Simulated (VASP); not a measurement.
Crystal: InSb.

```
In Sb
1.0
     0.00000    3.23910    3.23910
     3.23910    0.00000    3.23910
     3.23910    3.23910    0.00000
In Sb
1 1
Direct
  0.00000 0.00000 0.00000
  0.25000 0.25000 0.25000
```

| Item | Value |
| --- | --- |
| Program | VASP 6.6.1 |
| Task | relaxation of cell and atoms |
| Functional | HSE06 |
| Potentials or basis | VASP PAW PBE potentials, release 64 (In_d, Sb) |
| Cutoff | 520 eV |
| k mesh | 4 × 4 × 4 |
| Occupations | gaussian, width 0.02 eV |
| Spin | no spin polarisation |

At the start: pressure 1.2 GPa; volume 33.98 Å³/atom.

Task: How do energy, volume and symmetry change on relaxing?

Result: Over 3 steps the energy falls by 2.9 meV/atom and the volume is 34.81 Å³/atom (+2.4 %); space group F-43m (No. 216, to 0.05 Å).

The path:
| step | energy change (eV) | largest force (eV/Å) | pressure (GPa) | volume (Å³) |
| --- | --- | --- | --- | --- |
| 1 | 0.0000 | 0.0000 | 1.17 | 67.97 |
| 2 | -0.0046 | 0.0000 | -0.50 | 70.43 |
| 3 | -0.0059 | 0.0000 | 0.00 | 69.63 |

Final structure:
```yaml
crystal:
  lattice:
    - [0.00000, 3.26522, 3.26522]
    - [3.26522, 0.00000, 3.26522]
    - [3.26522, 3.26522, 0.00000]
  atoms:
    - { symbol: In, position: [0.00000, 0.00000, 0.00000] }
    - { symbol: Sb, position: [0.25000, 0.25000, 0.25000] }
```

Caveat: the PAW data sets were made with another functional, which shifts forces and pressure a little.
